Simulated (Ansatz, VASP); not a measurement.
# Cross-check of Li3SeF between VASP and Ansatz

Aim: how closely do two programs agree when they are given the same cell, functional and k mesh? The cell is generated by rule, not measured, and may not be a known phase. Of the first pair: The cell is taken from a series of runs on this material, whose earlier steps may have relaxed, scaled, displaced or heated it; both programs get it as it stands.

Main program and level: Ansatz 0.2.0; plane waves, with VASP 6.6.1 beside it; relaxation of cell and atoms at PBE.

## 1. The starting structure

It takes space group Pm-3m (No. 221, cubic). The conventional cell has a = 3.996 Å, b = 3.996 Å, c = 3.996 Å, α = 90.00°, β = 90.00°, γ = 90.00°. Nearest to Se lie 12 Li at 2.83 Å. Nearest to F lie 6 Li at 2.00 Å. Li has 2 F at 2.00 Å and 4 Se at 2.83 Å and 8 Li at 2.83 Å nearest. Farther neighbours and most contacts between anions are not listed.

## 2. VASP: relaxation of cell and atoms, PBE, pair 1

The relaxed volume is the usual yardstick between codes: in a stiff, nearly cubic crystal its relative difference is about their pressure difference at one cell divided by the bulk modulus.

Lines of VASP's logs that name or quote its potential files are left out, and so is its time.

Input file INCAR:

```
SYSTEM = Li3SeF
PREC = Accurate
ENCUT = 750
EDIFF = 1E-07
NELM = 120
ISMEAR = 0
SIGMA = 0.02
LREAL = .FALSE.
ALGO = Normal
GGA = PE
NBANDS = 17
LORBIT = 11
LWAVE = .FALSE.
LCHARG = .FALSE.
ISIF = 3
IBRION = 2
NSW = 80
EDIFFG = -0.005
LASPH = .TRUE.
GGA_COMPAT = .FALSE.
NELMIN = 4
EFERMI = MIDGAP
KPAR = 2
```

Input file POSCAR:

```
Li3SeF
1.0
    3.9958140000      0.0000000000      0.0000000000
    0.0000000000      3.9958140000      0.0000000000
    0.0000000000      0.0000000000      3.9958140000
Se F Li
1 1 3
Direct
    0.0000000000      0.0000000000      0.0000000000
    0.5000000000      0.5000000000      0.5000000000
    0.5000000000      0.5000000000      0.0000000000
    0.5000000000      0.0000000000      0.5000000000
    0.0000000000      0.5000000000      0.5000000000
```

Input file KPOINTS:

```
Automatic mesh
0
Gamma
6 6 6
0 0 0
```

The projector-augmented-wave data sets are Se, F and Li_sv (PBE family, release 64).

Command:

```sh
> mpirun -np 2 vasp_std
```

Numbers of over 12 decimals in the logs are rounded to 6 here.

The program printed:

```text
[banner, memory and clock lines left out]
running    2 mpi-ranks, on    1 nodes
 distrk:  each k-point on    1 cores,    2 groups
 distr:  one band on    1 cores,    1 groups

 POSCAR found type information on POSCAR SeF Li
 POSCAR found :  3 types and       5 ions
 LDA part: xc-table for (Slater+PW92), standard interpolation
 POSCAR, INCAR and KPOINTS ok, starting setup
 FFT: planning ... GRIDC
 FFT: planning ... GRID_SOFT
 FFT: planning ... GRID
 WAVECAR not read
 entering main loop
       N       E                     dE             d eps       ncg     rms          rms(c)
DAV:   1     0.148634692116E+03    0.14863E+03   -0.13203E+04   680   0.174E+03
DAV:   2    -0.543971519800E+01   -0.15407E+03   -0.15067E+03   817   0.364E+02
DAV:   3    -0.202292430628E+02   -0.14790E+02   -0.14711E+02  1259   0.799E+01
DAV:   4    -0.212654282498E+02   -0.10362E+01   -0.10353E+01   898   0.189E+01
DAV:   5    -0.212861291874E+02   -0.20701E-01   -0.20691E-01  1030   0.267E+00    0.563E+00
DAV:   6    -0.205102090945E+02    0.77592E+00   -0.26702E+00   809   0.108E+01    0.229E+00
DAV:   7    -0.205039947562E+02    0.62143E-02   -0.24358E-01   989   0.272E+00    0.145E+00
DAV:   8    -0.205007324145E+02    0.32623E-02   -0.66695E-02   936   0.218E+00    0.370E-01
DAV:   9    -0.204989078498E+02    0.18246E-02   -0.20013E-02   906   0.106E+00    0.145E-01
DAV:  10    -0.204989243596E+02   -0.16510E-04   -0.22794E-03   837   0.376E-01    0.520E-02
DAV:  11    -0.204989963507E+02   -0.71991E-04   -0.10612E-04   749   0.860E-02    0.182E-02
DAV:  12    -0.204989940959E+02    0.22549E-05   -0.93060E-06   928   0.254E-02    0.412E-03
DAV:  13    -0.204989941401E+02   -0.44254E-07   -0.11510E-06   840   0.887E-03    0.135E-03
DAV:  14    -0.204989942055E+02   -0.65391E-07   -0.18250E-07   621   0.324E-03
   1 F= -.20498994E+02 E0= -.20498994E+02  d E =-.204990E+02
 curvature:   0.00 expect dE= 0.000E+00 dE for cont linesearch  0.000E+00
 trial: gam= 0.00000 g(F)=  0.000E+00 g(S)=  0.258E-03 ort = 0.000E+00 (trialstep = 0.100E+01)
 search vector abs. value=  0.258E-03
 bond charge predicted
       N       E                     dE             d eps       ncg     rms          rms(c)
DAV:   1    -0.205000879240E+02   -0.10938E-02   -0.15482E-02   745   0.969E-01    0.235E-01
DAV:   2    -0.204992401730E+02    0.84775E-03   -0.36155E-03   876   0.477E-01    0.652E-02
DAV:   3    -0.204991931685E+02    0.47004E-04   -0.18522E-04   802   0.971E-02    0.374E-02
DAV:   4    -0.204991782031E+02    0.14965E-04   -0.27460E-05   863   0.356E-02    0.155E-02
DAV:   5    -0.204991778849E+02    0.31824E-06   -0.89648E-06  1008   0.215E-02    0.408E-03
DAV:   6    -0.204991777176E+02    0.16730E-06   -0.91656E-07   879   0.772E-03    0.184E-03
DAV:   7    -0.204991776053E+02    0.11234E-06   -0.11215E-07   489   0.207E-03    0.407E-04
DAV:   8    -0.204991775973E+02    0.79899E-08   -0.20096E-08   371   0.111E-03
   2 F= -.20499178E+02 E0= -.20499178E+02  d E =-.183392E-03
 trial-energy change:   -0.000183  1 .order   -0.000186   -0.000258   -0.000113
 step:   1.9908(harm=  1.7834)  dis= 0.00000  next Energy=   -20.499231 (dE=-0.237E-03)
 bond charge predicted
       N       E                     dE             d eps       ncg     rms          rms(c)
DAV:   1    -0.205001127784E+02   -0.93517E-03   -0.15233E-02   745   0.961E-01    0.233E-01
DAV:   2    -0.204992795326E+02    0.83325E-03   -0.35490E-03   872   0.473E-01    0.646E-02
DAV:   3    -0.204992333486E+02    0.46184E-04   -0.18225E-04   800   0.963E-02    0.370E-02
DAV:   4    -0.204992186337E+02    0.14715E-04   -0.27037E-05   860   0.353E-02    0.153E-02
DAV:   5    -0.204992183286E+02    0.30512E-06   -0.88025E-06  1004   0.213E-02    0.405E-03
DAV:   6    -0.204992181644E+02    0.16423E-06   -0.90159E-07   875   0.766E-03    0.182E-03
DAV:   7    -0.204992180532E+02    0.11114E-06   -0.10945E-07   455   0.205E-03    0.402E-04
DAV:   8    -0.204992180455E+02    0.77232E-08   -0.20072E-08   347   0.110E-03
   3 F= -.20499218E+02 E0= -.20499218E+02  d E =-.223840E-03
 curvature:  -0.83 expect dE=-0.277E-05 dE for cont linesearch -0.277E-05
 trial: gam= 0.00000 g(F)=  0.370E-66 g(S)=  0.335E-05 ort =-0.294E-04 (trialstep = 0.120E+01)
 search vector abs. value=  0.335E-05
 reached required accuracy - stopping structural energy minimisation
```

Parts of OUTCAR (step 2):

```text
ion  position               nearest neighbor table
   1  0.000  0.000  0.000-
   2  0.500  0.500  0.500-   3 2.00   4 2.00   5 2.00   3 2.00   4 2.00   5 2.00
   3  0.500  0.500  0.000-   2 2.00   2 2.00
   4  0.500  0.000  0.500-   2 2.00   2 2.00
   5  0.000  0.500  0.500-   2 2.00   2 2.00

  LATTYP: Found a simple cubic cell.
 ALAT       =     3.9958140000

 Subroutine GETGRP returns: Found 48 space group operations
 (whereof 48 operations were pure point group operations)

The static configuration has the point symmetry O_h .

 Found     20 irreducible k-points:

   k-points           NKPTS =     20   k-points in BZ     NKDIM =     20   number of bands    NBANDS=     17

   dimension x,y,z NGX =    36 NGY =   36 NGZ =   36
   dimension x,y,z NGXF=    72 NGYF=   72 NGZF=   72

   ENCUT  =  750.0 eV  55.12 Ry    7.42 a.u.   8.92  8.92  8.92*2*pi/ulx,y,z

   NELECT =      22.0000    total number of electrons

 k-points in reciprocal lattice and weights: Automatic mesh
   0.00000000  0.00000000  0.00000000       0.005
   0.16666667  0.00000000  0.00000000       0.028
   0.33333333  0.00000000  0.00000000       0.028
   0.50000000  0.00000000  0.00000000       0.014
   0.16666667  0.16666667  0.00000000       0.056
   0.33333333  0.16666667  0.00000000       0.111
   0.50000000  0.16666667  0.00000000       0.056
   0.33333333  0.33333333  0.00000000       0.056
   0.50000000  0.33333333  0.00000000       0.056
[...]
0.50000000  0.50000000  0.33333333       0.028
   0.50000000  0.50000000  0.50000000       0.005

 average (electrostatic) potential at core
       1 -53.9281       2 -77.8071       3 -61.8565       4 -61.8565       5 -61.8565

 E-fermi :   4.5551

 k-point     1 :       0.0000    0.0000    0.0000
  band No.  band energies     occupation
    ...
      7      -3.5042      2.00000
      8      -3.5042      2.00000
      9       2.0003      2.00000
     10       2.0003      2.00000
     11       2.0003      2.00000
     12       6.4477      0.00000
     13       8.2601      0.00000
     14       8.2601      0.00000
     15      12.6486      0.00000
     16      12.6486      0.00000
    ...

 k-point     2 :       0.1667    0.0000    0.0000
  band No.  band energies     occupation
    ...
      7      -3.4750      2.00000
      8      -3.4173      2.00000
      9       1.2973      2.00000
     10       2.0339      2.00000
     11       2.0339      2.00000
     12       6.8483      0.00000
     13       8.1269      0.00000
     14       9.2540      0.00000
     15      11.2008      0.00000
     16      11.2008      0.00000
    ...

 k-point     3 :       0.3333    0.0000    0.0000
  band No.  band energies     occupation
    ...
      7      -3.4154      2.00000
      8      -3.2151      2.00000
      9       0.2356      2.00000
     10       2.1050      2.00000
     11       2.1050      2.00000
     12       7.3449      0.00000
     13       7.8871      0.00000
     14       9.7910      0.00000
     15       9.7910      0.00000
     16      11.2008      0.00000
    ...

  Total        0.0107515      0.0107515      0.0107515      0.0000000      0.0000000      0.0000000
  in kB        0.2714741      0.2714741      0.2714741      0.0000000      0.0000000      0.0000000
  external PRESSURE =       0.2714741 kB  Pullay stress =       0.0000000 kB

  energy-cutoff  :      750.00
  volume of cell :       63.45
      direct lattice vectors                 reciprocal lattice vectors
     3.988562723 -0.000000000  0.000000000     0.250716880  0.000000000  0.000000000
     0.000000000  3.988562723 -0.000000000     0.000000000  0.250716880 -0.000000000
    -0.000000000  0.000000000  3.988562723    -0.000000000  0.000000000  0.250716880

 POSITION                                       TOTAL-FORCE (eV/Angst)
 -----------------------------------------------------------------------------------
      0.00000      0.00000      0.00000         0.000000     -0.000000      0.000000
      1.99428      1.99428      1.99428        -0.000000      0.000000      0.000000
      1.99428      1.99428     -0.00000         0.000000     -0.000000      0.000000
      1.99428      0.00000      1.99428        -0.000000      0.000000      0.000000
     -0.00000      1.99428      1.99428        -0.000000      0.000000      0.000000
 -----------------------------------------------------------------------------------
    total drift:                                0.000000      0.000000      0.000000

  FREE ENERGIE OF THE ION-ELECTRON SYSTEM (eV)
  ---------------------------------------------------
  free  energy   TOTEN  =       -20.4992180455 eV

  energy  without entropy=      -20.4992180455  energy(sigma->0) =      -20.49921805

 reached required accuracy - stopping structural energy minimisation

 total charge
# of ion       s       p       d       tot
------------------------------------------
    1        1.425   2.474   0.005   3.904
    2        1.728   4.401   0.000   6.129
    3        2.015   0.047   0.000   2.061
    4        2.015   0.047   0.000   2.061
    5        2.015   0.047   0.000   2.061
--------------------------------------------------
tot          9.197   7.014   0.005  16.217

[... 3 further parts left out ...]
```

## 3. Ansatz: relaxation of cell and atoms, PBE, pair 1

Ansatz runs on its PAW soft_1 files.

The same cell, functional, mesh and smearing now go to Ansatz, which takes its cutoff from its data sets.

Input file input.yaml:

```yaml
crystal:
  lattice:
    - [3.9958142153, 0.0, 0.0]
    - [0.0, 3.9958142153, 0.0]
    - [0.0, 0.0, 3.9958142153]
  atoms:
    - { symbol: Se, position: [0.0, 0.0, 0.0] }
    - { symbol: F, position: [0.5, 0.5, 0.5] }
    - { symbol: Li, position: [0.5, 0.5, 0.0] }
    - { symbol: Li, position: [0.5, 0.0, 0.5] }
    - { symbol: Li, position: [0.0, 0.5, 0.5] }
kpoints:
  mp_grid: { grid: [6, 6, 6] }
hamiltonian:
  xc: pbe
  pseudopotentials: { kind: paw, azcp: { folder: soft_1 } }
scf:
  occupations: { method: gaussian, width: 0.02 }
output:
  forces: true
  stress: true
  eigenvalues: true
  write_density: true
  write_potential: true
  elf: true
  volumetric_format: npy
relax:
  adjacent_minimum: "off"
  f_tol: 0.005
  max_steps: 80
  cell: { stress_tol: 0.05 }
```

Command:

```sh
> ansatz run input.yaml --threads 8 --pin off --max-ram 16384MiB --backend cpu --events-out ev --progress --plain --runs-dir out
```

The program printed:

```text
Engine: ansatz 0.2.0, aarch64-unknown-linux-gnu
Pseudopotentials: kind: paw
Pseudopotential: Se, paw, valence charge 16, recommended cutoff 420 eV (normal), soft_1/Se.paw.azcp
Pseudopotential: F, paw, valence charge 7, recommended cutoff 420 eV (normal), soft_1/F.paw.azcp
Pseudopotential: Li, paw, valence charge 3, recommended cutoff 420 eV (normal), soft_1/Li.paw.azcp
Functional definition: PBE
  parameter kappa = 0.804
  parameter beta = 0.066725
  exchange = pbe_x(kappa = kappa, mu = beta*pi^2/3)
  correlation = pbe_c(beta = beta)
Crystal: 5 atoms, lattice volume = 63.799 Å³
Basis set: ecut = 420 eV, 1237 PW (Γ), exchange–correlation on 54×54×54 points (8 copies of the dense FFT grid, shifted against one another)
Bands: 21, of which v1, the nominal top of the filled ones, is band 16 counted from 1 (15 counted from 0)
Symmetry: 48 space group operations
Space group: Pm-3m (ITA 221), of the structure as read, at distance tolerance 4.0e-5 Å
k-points: 20 of 216
Non-local potential: Se, projectors of the file, l = 0: 2, l = 1: 2, l = 2: 3, l = 3: 1
Non-local potential: F, projectors of the file, l = 0: 2, l = 1: 2, l = 2: 1
Non-local potential: Li, projectors of the file, l = 0: 3, l = 1: 2, l = 2: 1
PAW form: soft (Blöchl's): semilocal exchange-correlation on the pseudo side does not see the compensation charge
PAW one-centre angular grid: Se, 590 points (default); XC on 64 Gauss nodes
PAW one-centre angular grid: F, 110 points (default); XC on 64 Gauss nodes
PAW one-centre angular grid: Li, 110 points (default); XC on 96 Gauss nodes
Initial density: superposition of atomic densities (chi_scale 0.1, normalization cell, long waves kept (reshape's long-wave potential 0.01 eV rms))
Initial wavefunctions: pseudopotential atomic-orbital guess
Functional: x = pbe(κ = 0.804, μ = 0.219515), c = pbe(β = 0.066725)
SCF iter   1: F=—  HF=-6902.657313 eV  |F-HF|=—  |Δ(HF+E_count)|=         —  Δρ=1.78e-1  dr2=1.96e1  ethr=3.10e-3  ⟨swp⟩=6.0  Hψ=1830  notcnv=0
preconditioner: auto → Resta (q_TF=auto, 2.432 Å⁻¹)  ε∞=4.1  [insulator: Δε(μ)=3.452 eV  Ē_g=9.896 eV  σ=0.020 eV  W_gap=1.00  n_scr=18 (ndim 8)  ℏωp=17.4 eV  f_vac=0.000  D(μ)=0.00/eV (n_scr^D=0)  ε∞_Penn≈4.1]
SCF iter   2: F=—  HF=-6899.064261 eV  |F-HF|=—  |Δ(HF+E_count)|=    3.59e0  Δρ=5.17e-2  dr2=2.79e0  ethr=3.10e-3  ⟨swp⟩=4.0  Hψ=923  notcnv=0  defer=20
SCF iter   3: F=—  HF=-6898.349256 eV  |F-HF|=—  |Δ(HF+E_count)|=   7.15e-1  Δρ=1.72e-2  dr2=4.47e-1  ethr=3.10e-3  ⟨swp⟩=2.5  Hψ=757  notcnv=0  defer=20
SCF iter   4: F=—  HF=-6898.181980 eV  |F-HF|=—  |Δ(HF+E_count)|=   1.67e-1  Δρ=4.81e-3  dr2=2.14e-2  ethr=1.40e-3  ⟨swp⟩=3.0  Hψ=724  notcnv=0  defer=20
SCF iter   5: F=—  HF=-6898.176515 eV  |F-HF|=—  |Δ(HF+E_count)|=   5.47e-3  Δρ=2.14e-3  dr2=2.57e-3  ethr=6.70e-5  ⟨swp⟩=2.0  Hψ=980  notcnv=0  defer=20
SCF iter   6: F=—  HF=-6898.175501 eV  |F-HF|=—  |Δ(HF+E_count)|=   1.01e-3  Δρ=4.61e-4  dr2=1.11e-4  ethr=8.02e-6  ⟨swp⟩=2.0  Hψ=800  notcnv=0  defer=20
SCF iter   7: F=—  HF=-6898.175595 eV  |F-HF|=—  |Δ(HF+E_count)|=   9.33e-5  Δρ=8.69e-5  dr2=6.77e-6  ethr=3.46e-7  ⟨swp⟩=2.4  Hψ=700  notcnv=0  defer=20
SCF iter   8: F=—  HF=-6898.175416 eV  |F-HF|=—  |Δ(HF+E_count)|=   1.78e-4  Δρ=2.33e-5  dr2=2.21e-7  ethr=2.12e-8  ⟨swp⟩=2.0  Hψ=710  notcnv=0  defer=20
SCF iter   9: F=-6898.175416 eV  HF=-6898.175417 eV  |F-HF|=1.63e-8  |Δ(HF+E_count)|=   1.42e-7  Δρ=5.03e-6  dr2=2.18e-8  ethr=3.13e-10  ⟨swp⟩=11.8  Hψ=2886  notcnv=0
SCF 1 converged in 9 iterations: F = -6898.175416 eV  dr2 = 2.18e-8
  greatest PAW one-centre occupation: 1.000 electrons in one spin orbital (limit 2), on the Se atom at site 0 (counted from 0), in its partial waves of l = 2
relax step   1: F+E_penalty+E_count = -6898.17541650 eV  Δ(F+E_penalty+E_count) = +0.000e0 eV  max|allowed force component| = 8.359e-29 eV/Å  Δτ_max = 0.0000 Å  P = -0.002 GPa  Ω = 63.799 Å³  (9 SCF iters, dr2 threshold 1.00e-7 eV, accepted)
Initial density: handed on by an earlier stage of this run
Initial wavefunctions: pseudopotential atomic-orbital guess (no wavefunctions were taken with the density)
iter 1 solved again at ethr=9.42e-8 eV; its pass at ethr=3.10e-3 eV (dr2=3.01e-5 eV) is discarded
SCF iter   1: F=—  HF=-6898.175595 eV  |F-HF|=—  |Δ(HF+E_count)|=         —  Δρ=2.26e-5  dr2=1.54e-7  ethr=9.42e-8  ⟨swp⟩=2.5  Hψ=2704  notcnv=0
preconditioner: auto → Resta (q_TF=auto, 2.432 Å⁻¹)  ε∞=3.3  [insulator: Δε(μ)=3.747 eV  Ē_g=11.379 eV  σ=0.020 eV  W_gap=1.00  n_scr=18 (ndim 8)  ℏωp=17.4 eV  f_vac=0.000  D(μ)=0.00/eV (n_scr^D=0)  ε∞_Penn≈3.3]
SCF iter   2: F=—  HF=-6898.175417 eV  |F-HF|=—  |Δ(HF+E_count)|=   1.78e-4  Δρ=2.62e-5  dr2=2.69e-7  ethr=4.83e-10  ⟨swp⟩=3.0  Hψ=888  notcnv=0
SCF iter   3: F=—  HF=-6898.175417 eV  |F-HF|=—  |Δ(HF+E_count)|=   5.04e-8  Δρ=1.22e-5  dr2=6.20e-8  ethr=4.83e-10  ⟨swp⟩=2.0  Hψ=510  notcnv=0
SCF iter   4: F=—  HF=-6898.175417 eV  |F-HF|=—  |Δ(HF+E_count)|=   2.39e-9  Δρ=1.98e-6  dr2=1.81e-9  ethr=1.94e-10  ⟨swp⟩=2.0  Hψ=528  notcnv=0
SCF iter   5: F=—  HF=-6898.175417 eV  |F-HF|=—  |Δ(HF+E_count)|=   1.73e-9  Δρ=8.10e-7  dr2=2.44e-10  ethr=5.66e-12  ⟨swp⟩=2.0  Hψ=625  notcnv=0
SCF iter   6: F=—  HF=-6898.175417 eV  |F-HF|=—  |Δ(HF+E_count)|=  1.82e-12  Δρ=6.12e-7  dr2=1.35e-10  ethr=1.00e-12  ⟨swp⟩=5.0  Hψ=1577  notcnv=0
SCF iter   7: F=-6898.175417 eV  HF=-6898.175417 eV  |F-HF|=6.37e-12  |Δ(HF+E_count)|=  8.19e-12  Δρ=3.19e-7  dr2=3.60e-11  ethr=1.00e-12  ⟨swp⟩=4.0  Hψ=1660  notcnv=0
SCF 2 converged in 7 iterations: F = -6898.175417 eV  dr2 = 3.60e-11
relax step   2: F+E_penalty+E_count = -6898.17541651 eV  Δ(F+E_penalty+E_count) = -1.233e-8 eV  max|allowed force component| = 1.833e-28 eV/Å  Δτ_max = 0.0000 Å  P = -0.002 GPa  Ω = 63.799 Å³  stress off target by 2.02e-3 GPa  SCF on the basis re-selected at this cell (its energy is not comparable with the rows above)  (7 SCF iters)
basis re-selected at this cell: Δ(F+E_penalty+E_count) = -1.233e-8 eV, ΔP = -0.000 GPa vs the last step (what re-selecting the basis moved, of the pressure what is left beyond the Pulay correction that the steps carried, after the strain that the cell walked since its last selection, with what the two solves' SCF thresholds leave and, on support functions, any second-order correction that the steps lacked; it is no m [...]
SCF converged after 7 iterations
Free energy (F): -6898.175417 eV
Harris-Foulkes:  -6898.175417 eV  (|F-HF|=6.37e-12)
Internal energy: -6898.175417 eV  (E = F + TS)
E sigma→0 (E₀):  -6898.175417 eV
Fermi energy:    6.883987 eV
--- Per-component energies (eV) ---
  E_band       = -687.148468
  E_kinetic    = 360.902031
  E_local      = -3683.349544  (includes V_loc(G=0)·N_el)
  E_nonlocal   = -326.261479
  E_hartree    = 1751.535957
  E_xc         = -191.642027
  E_vxc        = -227.366465  (∫ρ·V_xc dr)
  E_paw        = -2407.640178  (= ΣΔE_a)
  E_vpaw       = -314.146056  (= ΣTr[D̂ρ^β])
  E_aug_tail   = 0.001286  (compensation charges beyond the density's cutoff)
  E_ewald      = -2401.721462
  E_smearing   = -0.000000  (= −TS)
  E_closure    = -0.000000  (closes the sum)
  Σ components = -6898.175417   (vs F -6898.175417, Δ=0.00e0)
--- Forces (eV/Å), atoms counted from 1 ---
  atom   1  Se    -0.00000000     0.00000000     0.00000000
  atom   2  F      0.00000000    -0.00000000     0.00000000
  atom   3  Li     0.00000000    -0.00000000     0.00000000
  atom   4  Li    -0.00000000    -0.00000000     0.00000000
  atom   5  Li     0.00000000     0.00000000     0.00000000
  max |Σ_I F_I| component: 2.62e-28 eV/Å
--- Stress (GPa, compression-positive) ---
       -0.002017       0.000000       0.000000
        0.000000      -0.002017       0.000000
        0.000000       0.000000      -0.002017
  P = ⅓ Tr σ = -0.0020 GPa (-0.020 kbar)
--- Band table (eV; the first three rows and the last of 20) ---
  k-point 0: bands = [... 12 lower, -1.1354, 4.3530, 4.3530, 4.3530, 8.7571, 10.6120, 10.6120, 14.9604, ... 1 higher]
  k-point 1: bands = [... 12 lower, -1.0502, 3.6533, 4.3870, 4.3870, 9.1618, 10.4812, 11.5977, 13.5418, ... 1 higher]
  k-point 2: bands = [... 12 lower, -0.8512, 2.5980, 4.4588, 4.4588, 9.6654, 10.2456, 12.1380, 12.1380, ... 1 higher]
  k-point 19: bands = [... 12 lower, -0.8046, 2.3100, 2.3100, 2.3100, 11.1846, 11.1846, 11.1846, 11.7203, ... 1 higher]
--- Relaxed structure (1 steps of the walk, 1 accepted, 1 SCFs on fresh bases) ---
  F+E_penalty+E_count = -6898.17541651 eV   max|allowed force component| = 1.833e-28 eV/Å   (the final SCF, on the basis selected at the relaxed cell)
  cell:  # Å, volume = 63.7993 Å³
    - [3.9958142153, 0.0, 0.0]
    - [0.0, 3.9958142153, 0.0]
    - [0.0, 0.0, 3.9958142153]
  atoms:
    - { symbol: Se, position: [0.0, 0.0, 0.0] }
    - { symbol: F, position: [0.500000, 0.500000, 0.500000] }
    - { symbol: Li, position: [0.500000, 0.500000, 0.0] }
    - { symbol: Li, position: [0.500000, 0.0, 0.500000] }
    - { symbol: Li, position: [0.0, 0.500000, 0.500000] }
```

The column dr2 measures how far the density is from self-consistency, as an energy; F and HF (Harris–Foulkes) agree once it is small.

[end of part 1 of 2]

[Lines on the potential files, build, host, timing and source positions are cut from VASP's logs without a mark.]

[Logs are printed without paths, hosts, clocks, repeated set-up lines and the standing remarks that a program may print on its own settings, such as how far it seeks lower states.]

[Hosts, paths, dates, database ids (printed as entryN), source tags and the programs' standing remarks are cut or masked in the printed files.]
